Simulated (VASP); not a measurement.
# WS2 (Tungstenite): what each functional gives, and what it costs, part 2 of 6

Aim: the band gap of WS2 (Tungstenite) at many levels of theory on one cell, with the cost of each. The start is a cell from a database of measured crystal structures.

VASP 6.6.1, plane waves and PAW; the level of theory is named at each step.

Still holding for the runs below: Spin-orbit coupling is off here; with elements this heavy it splits and shifts levels by tenths of an eV or more.

So far, least gap on mesh and path (eV): step 2 (bands, level LDA, k 5×5×2) 0.913.

### Step 3. Bands with PBEsol, k 5×5×2

This step: PBEsol; plane waves and PAW (W, S) (VASP 6.6.1).

PBEsol restores the gradient expansion of exchange and is tuned for the cells of solids.

Input file INCAR:

```
SYSTEM = WS2
PREC = Accurate
ENCUT = 400
EDIFF = 1E-06
NELM = 100
ISMEAR = 0
SIGMA = 0.02
LREAL = .FALSE.
ALGO = Normal
GGA = PS
NBANDS = 34
LASPH = .TRUE.
LORBIT = 11
LWAVE = .FALSE.
LCHARG = .FALSE.
KPAR = 4
NCORE = 2
```

Input file POSCAR:

```
WS2
1.0
    3.1532000000      0.0000000000      0.0000000000
   -1.5766000000      2.7307513032      0.0000000000
    0.0000000000      0.0000000000     12.3230000000
W S
2 4
Direct
    0.3333333333      0.6666666667      0.2500000000
    0.6666666667      0.3333333333      0.7500000000
    0.3333333333      0.6666666667      0.6225000000
    0.6666666667      0.3333333333      0.1225000000
    0.3333333333      0.6666666667      0.8775000000
    0.6666666667      0.3333333333      0.3775000000
```

Input file KPOINTS:

```
Automatic mesh
0
Gamma
5 5 2
0 0 0
```

Input file KPOINTS_OPT:

```
Line mode
16
Line-mode
Reciprocal
  0.00000000   0.00000000   0.00000000 GAMMA
  0.50000000   0.00000000   0.00000000 M

  0.50000000   0.00000000   0.00000000 M
  0.33333333   0.33333333   0.00000000 K

  0.33333333   0.33333333   0.00000000 K
  0.00000000   0.00000000   0.00000000 GAMMA

  0.00000000   0.00000000   0.00000000 GAMMA
  0.00000000   0.00000000   0.50000000 A

  0.00000000   0.00000000   0.50000000 A
  0.50000000   0.00000000   0.50000000 L

  0.50000000   0.00000000   0.50000000 L
  0.33333333   0.33333333   0.50000000 H

  0.33333333   0.33333333   0.50000000 H
  0.00000000   0.00000000   0.50000000 A

  0.50000000   0.00000000   0.50000000 L
  0.50000000   0.00000000   0.00000000 M

  0.33333333   0.33333333   0.00000000 K
  0.33333333   0.33333333   0.50000000 H
```

PAW data sets: W and S (PBE family, release 64).

The run is started by

```bash
$ mpirun -np 8 vasp_std
```

Numbers of over 12 decimals in the logs are rounded to 6 here.

The log of the run:

```text
[banner, memory and clock lines left out]
running    8 mpi-ranks, on    1 nodes
 distrk:  each k-point on    2 cores,    4 groups
 distr:  one band on    2 cores,    1 groups

 POSCAR found type information on POSCAR W S
 POSCAR found :  2 types and       6 ions
 [... a notice as in an earlier step ...]

 LDA part: xc-table for (Slater+PW92), standard interpolation
 POSCAR, INCAR and KPOINTS ok, starting setup
 FFT: planning ... GRIDC
 FFT: planning ... GRID_SOFT
 FFT: planning ... GRID
 WAVECAR not read
 entering main loop
       N       E                     dE             d eps       ncg     rms          rms(c)
DAV:   1     0.133777266834E+03    0.13378E+03   -0.13412E+04   680   0.760E+02
DAV:   2    -0.420004314209E+02   -0.17578E+03   -0.16507E+03   836   0.196E+02
DAV:   3    -0.531870055411E+02   -0.11187E+02   -0.11032E+02   880   0.483E+01
DAV:   4    -0.533390682429E+02   -0.15206E+00   -0.15186E+00   888   0.635E+00
DAV:   5    -0.533417880570E+02   -0.27198E-02   -0.27184E-02   910   0.827E-01    0.410E+01
DAV:   6    -0.510770303921E+02    0.22648E+01   -0.42193E+00  1006   0.109E+01    0.172E+01
DAV:   7    -0.507926653903E+02    0.28437E+00   -0.15572E+00   828   0.745E+00    0.927E+00
DAV:   8    -0.506613658199E+02    0.13130E+00   -0.30539E-01   900   0.316E+00    0.141E+00
DAV:   9    -0.506581330682E+02    0.32328E-02   -0.43260E-02   834   0.101E+00    0.728E-01
DAV:  10    -0.506559892517E+02    0.21438E-02   -0.13718E-02   870   0.519E-01    0.319E-01
DAV:  11    -0.506556958433E+02    0.29341E-03   -0.11489E-03   884   0.167E-01    0.183E-01
DAV:  12    -0.506556946872E+02    0.11561E-05   -0.17640E-04   814   0.708E-02    0.744E-02
DAV:  13    -0.506556988853E+02   -0.41981E-05   -0.15486E-05   872   0.199E-02    0.258E-02
DAV:  14    -0.506556977972E+02    0.10881E-05   -0.24424E-06   758   0.832E-03    0.111E-02
DAV:  15    -0.506556977516E+02    0.45634E-07   -0.53237E-07   552   0.337E-03
   1 F= -.50655698E+02 E0= -.50655698E+02  d E =-.452896E-12
 Start KPOINTS_OPT (optional k-point list driver)
k-point batch [1-10\144]
       N       E                     dE             ncg
DAV:   1     0.214083964911E+04   -0.48111E+03      680
DAV:   2     0.286472464979E+03   -0.18544E+04      896
DAV:   3     0.172210974844E+03   -0.11426E+03      856
DAV:   4     0.170553226403E+03   -0.16577E+01      904
DAV:   5     0.170520634469E+03   -0.32592E-01      872
DAV:   6     0.170519721354E+03   -0.91312E-03      928
DAV:   7     0.170519696578E+03   -0.24776E-04      880
DAV:   8     0.170519695815E+03   -0.76353E-06      664
[...]
k-point batch [141-144\144]
       N       E                     dE             ncg
DAV:   1     0.884528335379E+04   -0.45277E+04      272
DAV:   2     0.819618136526E+04   -0.64910E+03      314
DAV:   3     0.815543390767E+04   -0.40747E+02      336
DAV:   4     0.815485715493E+04   -0.57675E+00      320
DAV:   5     0.815484875401E+04   -0.84009E-02      360
DAV:   6     0.815484861766E+04   -0.13635E-03      320
DAV:   7     0.815484861436E+04   -0.33043E-05      360
DAV:   8     0.815484861428E+04   -0.73776E-07      224
```

The job ended after 49 s (8 MPI ranks of AMD EPYC 7R43, shared host; peak memory 1.4 GiB).

Parts of OUTCAR (step 3):

```text
 Found     10 irreducible k-points:

   NELECT =      36.0000    total number of electrons

 E-fermi :   6.3845

 k-point     1 :       0.0000    0.0000    0.0000
  band No.  band energies     occupation
    ...
     14       4.1448      2.00000
     15       4.1448      2.00000
     16       4.8389      2.00000
     17       5.0461      2.00000
     18       6.2950      2.00000
     19       8.6329      0.00000
     20       8.6329      0.00000
     21       8.6456      0.00000
     22       8.6456      0.00000
     23       8.6979      0.00000
    ...

 k-point     2 :       0.2000   -0.0000    0.0000
  band No.  band energies     occupation
    ...
     14       3.4799      2.00000
     15       3.8887      2.00000
     16       4.7276      2.00000
     17       4.9332      2.00000
     18       5.1591      2.00000
     19       7.7015      0.00000
     20       8.2402      0.00000
     21       8.4839      0.00000
     22       8.5202      0.00000
     23       8.5635      0.00000
    ...

  Total       -0.9873625     -0.9873625     -0.5731737      0.0000000     -0.0000000      0.0000000
  in kB      -14.9086073    -14.9086073     -8.6545945      0.0000000     -0.0000000      0.0000000
  external PRESSURE =     -12.8239364 kB  Pullay stress =       0.0000000 kB

 POSITION                                       TOTAL-FORCE (eV/Angst)
 -----------------------------------------------------------------------------------
     -0.00000      1.82050      3.08075         0.000000     -0.000000      0.000000
      1.57660      0.91025      9.24225         0.000000     -0.000000      0.000000
     -0.00000      1.82050      7.67107         0.000000     -0.000000      0.179979
      1.57660      0.91025      1.50957        -0.000000      0.000000      0.179979
     -0.00000      1.82050     10.81343         0.000000     -0.000000     -0.179979
      1.57660      0.91025      4.65193        -0.000000      0.000000     -0.179979
 -----------------------------------------------------------------------------------
    total drift:                               -0.000000      0.000000     -0.000000

  FREE ENERGIE OF THE ION-ELECTRON SYSTEM (eV)
  ---------------------------------------------------
  free  energy   TOTEN  =       -50.6556977516 eV

  energy  without entropy=      -50.6556977516  energy(sigma->0) =      -50.65569775

 total charge
# of ion       s       p       d       tot
------------------------------------------
    1        0.565   0.721   4.302   5.588
    2        0.565   0.721   4.302   5.588
    3        1.354   2.339   0.000   3.694
    4        1.354   2.339   0.000   3.694
    5        1.354   2.339   0.000   3.694
    6        1.354   2.339   0.000   3.694
--------------------------------------------------
tot          6.547  10.799   8.605  25.951

[... 9 parts as in an earlier step ...]

[... 5 further parts left out ...]
```

The PAW data sets were made with PBE, which is usual practice but a small mismatch for other functionals.

This step gave:

```
free energy (TOTEN)               : -50.6557 eV
Fermi energy                      : 6.385 eV
pressure                          : -1.282 GPa
least gap on mesh and path        : 0.9492 eV
least direct gap on mesh and path : 1.822 eV
```

The electronic bands at the labelled points (eV, zero at the valence-band top; v1 is the highest filled band, c1 the lowest empty one):

```csv
point,v4,v3,v2,v1,c1,c2,c3,c4
Γ,-2.15,-1.46,-1.25,0.00,2.34,2.34,2.35,2.35
0.47 of the way,-2.54,-1.75,-1.52,-1.39,1.33,1.88,2.12,2.29
M,-1.91,-1.71,-1.70,-1.53,2.30,2.34,2.57,2.89
0.47 of the way,-2.98,-2.58,-1.24,-0.97,1.99,2.11,2.74,2.83
K,-2.91,-2.91,-0.74,-0.52,1.30,1.30,1.99,3.27
0.47 of the way,-2.09,-1.92,-1.53,-1.51,0.95,1.87,2.16,2.20
Γ,-2.15,-1.46,-1.25,0.00,2.34,2.34,2.35,2.35
0.47 of the way,-2.16,-2.06,-0.77,-0.07,2.34,2.34,2.34,2.34
A,-2.18,-2.18,-0.31,-0.31,2.33,2.33,2.33,2.33
0.47 of the way,-2.27,-2.27,-1.40,-1.40,1.75,1.75,1.99,1.99
L,-1.81,-1.81,-1.61,-1.61,2.32,2.32,2.76,2.76
0.47 of the way,-2.85,-2.85,-1.09,-1.09,2.05,2.05,2.83,2.83
H,-3.08,-3.08,-0.64,-0.64,1.30,1.30,2.54,2.54
0.47 of the way,-2.06,-2.06,-1.52,-1.52,1.36,1.36,2.28,2.28
A,-2.18,-2.18,-0.31,-0.31,2.33,2.33,2.33,2.33
jump to L,-1.81,-1.81,-1.61,-1.61,2.32,2.32,2.76,2.76
0.53 of the way,-1.88,-1.73,-1.68,-1.55,2.30,2.34,2.62,2.86
M,-1.91,-1.71,-1.70,-1.53,2.30,2.34,2.57,2.89
jump to K,-2.91,-2.91,-0.74,-0.52,1.30,1.30,1.99,3.27
0.47 of the way,-2.97,-2.97,-0.72,-0.56,1.30,1.30,2.13,3.05
H,-3.08,-3.08,-0.64,-0.64,1.30,1.30,2.54,2.54
```

The largest weight of each band there:

```csv
point,v4,v3,v2,v1,c1,c2,c3,c4
Γ,W 0.61,S 0.90,W 0.86,W 0.73,W 0.54,W 0.54,W 0.53,W 0.53
M,S 0.81,W 0.71,S 0.79,W 0.76,W 0.98,W 0.97,W 0.90,W 0.91
K,S 0.65,S 0.65,W 0.84,W 0.81,W 0.95,W 0.95,W 0.82,W 0.74
Γ,W 0.61,S 0.90,W 0.86,W 0.73,W 0.54,W 0.54,W 0.53,W 0.53
A,W 0.60,W 0.60,W 0.68,W 0.68,W 0.53,W 0.53,W 0.53,W 0.53
L,S 0.80,S 0.80,W 0.73,W 0.73,W 0.98,W 0.98,W 0.91,W 0.91
```

Force by atom:

```csv
atom,x (eV/Å),y (eV/Å),z (eV/Å),size
W1,0.000,0.000,0.000,0.000
W2,0.000,0.000,0.000,0.000
S3,0.000,0.000,0.180,0.180
S4,0.000,0.000,0.180,0.180
S5,0.000,0.000,-0.180,0.180
S6,0.000,0.000,-0.180,0.180
```

The gap is 0.95 eV, indirect, from Γ to a point between the labelled ones. Against LDA that is +0.04 eV; the cost is about the same.

### Step 4. Bands with PBE, k 5×5×2

This step: PBE; plane waves and PAW (W, S) (VASP 6.6.1).

PBE, the usual starting point, adds the gradient of the density.

INCAR, as its differences from that of step 3:

```diff
@@ -9,3 +9,3 @@
 ALGO = Normal
-GGA = PS
+GGA = PE
 NBANDS = 34
```

POSCAR is that of step 3.

KPOINTS is that of step 3.

KPOINTS_OPT is that of step 3.

The run is started by

```bash
$ mpirun -np 8 vasp_std
```

The log of the run:

```text
[banner, memory and clock lines left out]
running    8 mpi-ranks, on    1 nodes
[...]
LDA part: xc-table for (Slater+PW92), standard interpolation
 POSCAR, INCAR and KPOINTS ok, starting setup
[...]
entering main loop
       N       E                     dE             d eps       ncg     rms          rms(c)
DAV:   1     0.138086094138E+03    0.13809E+03   -0.13439E+04   680   0.761E+02
DAV:   2    -0.387697224251E+02   -0.17686E+03   -0.16617E+03   836   0.196E+02
DAV:   3    -0.499916029061E+02   -0.11222E+02   -0.11067E+02   880   0.484E+01
DAV:   4    -0.501459164995E+02   -0.15431E+00   -0.15410E+00   872   0.638E+00
[...]
DAV:  12    -0.473276057743E+02   -0.43624E-04   -0.18910E-04   792   0.713E-02    0.600E-02
DAV:  13    -0.473276122122E+02   -0.64379E-05   -0.17412E-05   906   0.234E-02    0.202E-02
DAV:  14    -0.473276119803E+02    0.23187E-06   -0.27194E-06   782   0.861E-03
   1 F= -.47327612E+02 E0= -.47327612E+02  d E =-.104314E-16
 Start KPOINTS_OPT (optional k-point list driver)
k-point batch [1-10\144]
       N       E                     dE             ncg
DAV:   1     0.218246664521E+04   -0.43948E+03      680
DAV:   2     0.321240007916E+03   -0.18612E+04      904
DAV:   3     0.207512836552E+03   -0.11373E+03      856
DAV:   4     0.205855315745E+03   -0.16575E+01      904
DAV:   5     0.205822340977E+03   -0.32975E-01      880
DAV:   6     0.205821414356E+03   -0.92662E-03      936
DAV:   7     0.205821387493E+03   -0.26863E-04      880
DAV:   8     0.205821386630E+03   -0.86294E-06      672
[...]
k-point batch [141-144\144]
       N       E                     dE             ncg
DAV:   1     0.886260037071E+04   -0.45104E+04      272
DAV:   2     0.821025699993E+04   -0.65234E+03      314
DAV:   3     0.816964482913E+04   -0.40612E+02      336
DAV:   4     0.816906585816E+04   -0.57897E+00      320
DAV:   5     0.816905717796E+04   -0.86802E-02      360
DAV:   6     0.816905703181E+04   -0.14615E-03      328
DAV:   7     0.816905702815E+04   -0.36601E-05      352
DAV:   8     0.816905702807E+04   -0.84099E-07      224
```

Elapsed: 50 s, on 8 MPI ranks; peak memory 1.3 GiB.

Parts of OUTCAR (step 4):

```text
  Total        2.4333241      2.4333241      2.4720926      0.0000000      0.0000000      0.0000000
  in kB       36.7417989     36.7417989     37.3271817      0.0000000      0.0000000      0.0000000
  external PRESSURE =      36.9369265 kB  Pullay stress =       0.0000000 kB

 POSITION                                       TOTAL-FORCE (eV/Angst)
 -----------------------------------------------------------------------------------
     -0.00000      1.82050      3.08075         0.000000     -0.000000     -0.000000
      1.57660      0.91025      9.24225         0.000000     -0.000000     -0.000000
     -0.00000      1.82050      7.67107        -0.000000      0.000000     -0.057665
      1.57660      0.91025      1.50957         0.000000     -0.000000     -0.057665
     -0.00000      1.82050     10.81343        -0.000000      0.000000      0.057665
      1.57660      0.91025      4.65193        -0.000000     -0.000000      0.057665
 -----------------------------------------------------------------------------------
    total drift:                               -0.000000      0.000000     -0.000000

  FREE ENERGIE OF THE ION-ELECTRON SYSTEM (eV)
  ---------------------------------------------------
  free  energy   TOTEN  =       -47.3276119803 eV

  energy  without entropy=      -47.3276119803  energy(sigma->0) =      -47.32761198

[... 2 parts as in an earlier step ...]

[... 1 further part left out ...]
[key lines of the parts left out:]
E-fermi :   6.4976
```

At this level the cell is under a pressure of 3.7 GPa, so at these settings it is away from equilibrium.

Electronic bands along the path, in eV, zero at the valence-band top; v1 is the highest filled band, c1 the lowest empty one:

```csv
point,v4,v3,v2,v1,c1,c2,c3,c4
Γ,-2.15,-1.48,-1.21,0.00,2.34,2.34,2.35,2.35
0.47 of the way,-2.53,-1.77,-1.50,-1.38,1.37,1.88,2.12,2.30
M,-1.92,-1.72,-1.69,-1.51,2.31,2.36,2.60,2.90
0.47 of the way,-2.99,-2.60,-1.22,-0.96,2.00,2.12,2.79,2.85
K,-2.92,-2.92,-0.72,-0.51,1.32,1.32,2.07,3.29
0.47 of the way,-2.10,-1.94,-1.52,-1.49,1.00,1.88,2.17,2.25
Γ,-2.15,-1.48,-1.21,0.00,2.34,2.34,2.35,2.35
0.47 of the way,-2.16,-2.04,-0.76,-0.06,2.34,2.34,2.34,2.34
A,-2.18,-2.18,-0.31,-0.31,2.33,2.33,2.33,2.33
0.47 of the way,-2.27,-2.27,-1.38,-1.38,1.78,1.78,1.99,1.99
L,-1.82,-1.82,-1.58,-1.58,2.33,2.33,2.78,2.78
0.47 of the way,-2.85,-2.85,-1.08,-1.08,2.06,2.06,2.86,2.86
H,-3.10,-3.10,-0.63,-0.63,1.32,1.32,2.60,2.60
0.47 of the way,-2.07,-2.07,-1.50,-1.50,1.40,1.40,2.30,2.30
A,-2.18,-2.18,-0.31,-0.31,2.33,2.33,2.33,2.33
jump to L,-1.82,-1.82,-1.58,-1.58,2.33,2.33,2.78,2.78
0.53 of the way,-1.90,-1.75,-1.66,-1.53,2.32,2.35,2.65,2.87
M,-1.92,-1.72,-1.69,-1.51,2.31,2.36,2.60,2.90
jump to K,-2.92,-2.92,-0.72,-0.51,1.32,1.32,2.07,3.29
0.47 of the way,-2.99,-2.99,-0.70,-0.54,1.32,1.32,2.20,3.08
H,-3.10,-3.10,-0.63,-0.63,1.32,1.32,2.60,2.60
```

The largest weight of each band there:

```csv
point,v4,v3,v2,v1,c1,c2,c3,c4
Γ,W 0.60,S 0.90,W 0.86,W 0.73,W 0.55,W 0.55,W 0.53,W 0.53
M,S 0.81,S 0.79,W 0.71,W 0.76,W 0.98,W 0.97,W 0.90,W 0.91
K,S 0.65,S 0.65,W 0.84,W 0.81,W 0.95,W 0.95,W 0.82,W 0.74
Γ,W 0.60,S 0.90,W 0.86,W 0.73,W 0.55,W 0.55,W 0.53,W 0.53
A,W 0.59,W 0.59,W 0.68,W 0.68,W 0.53,W 0.53,W 0.53,W 0.53
L,S 0.80,S 0.80,W 0.73,W 0.73,W 0.98,W 0.98,W 0.91,W 0.91
```

The gap is 1.00 eV, indirect, from Γ to a point between the labelled ones. Against LDA that is +0.08 eV; the cost is about the same.

(Continued in part 3 of 6.)

[Lines on the potential files, build, host, timing and source positions are cut from VASP's logs without a mark.]

[Logs are printed without paths, hosts, clocks, repeated set-up lines and the standing remarks that a program may print on its own settings, such as how far it seeks lower states.]

[Hosts, paths, dates, database ids (printed as entryN), source tags and the programs' standing remarks are cut or masked in the printed files.]

[Measured values are set beside computed ones only where the two were judged alike; some that the calculation misses by far are left out.]

[In band tables of VASP the shares of atoms and orbitals are scaled to a sum of 1 inside the atoms' spheres.]
